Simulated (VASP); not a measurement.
Here is the system:

```
CELL_PARAMETERS angstrom
      2.87897     0.00000     0.00000
      0.00000     2.87897     0.00000
      0.00000     0.00000     2.87897
ATOMIC_POSITIONS crystal
  Ga 0.50000 0.50000 0.50000
  Co 0.00000 0.00000 0.00000
```

These are PBE GGA, VASP's PBE PAW potentials (set 64) (plane waves; VASP 6.6.1) values and carry that method's errors. Run with 480 eV cut-off, 12×12×12 Γ-centred mesh, first-order Methfessel-Paxton smearing of 0.10 eV, potentials Ga_d Co.

Energy and stress use the plane-wave basis of the starting cell.

Question: The ions, cell shape and volume at an external pressure of 15.0 GPa are relaxed. Predict the relaxed structure.

Answer: 
```
CELL_PARAMETERS angstrom
      2.81447     0.00000     0.00000
      0.00000     2.81447     0.00000
      0.00000     0.00000     2.81447
ATOMIC_POSITIONS crystal
  Ga 0.50000 0.50000 0.50000
  Co 0.00000 0.00000 0.00000
```
Space group Pm-3m (221), at a tolerance of 0.03 Å.

Question: How do energy and volume change from the first to the last step?

Answer: The energy (σ→0) changes by +35.8 meV/atom and the volume by -6.6 %, in 4 ionic steps.

The compound is CoGa in the CsCl type structure. This run relaxes it under an external pressure of 15 GPa. Symmetry was kept, so distortions that lower it aren't found. The run is not spin-polarised, so no magnetic state was tried.
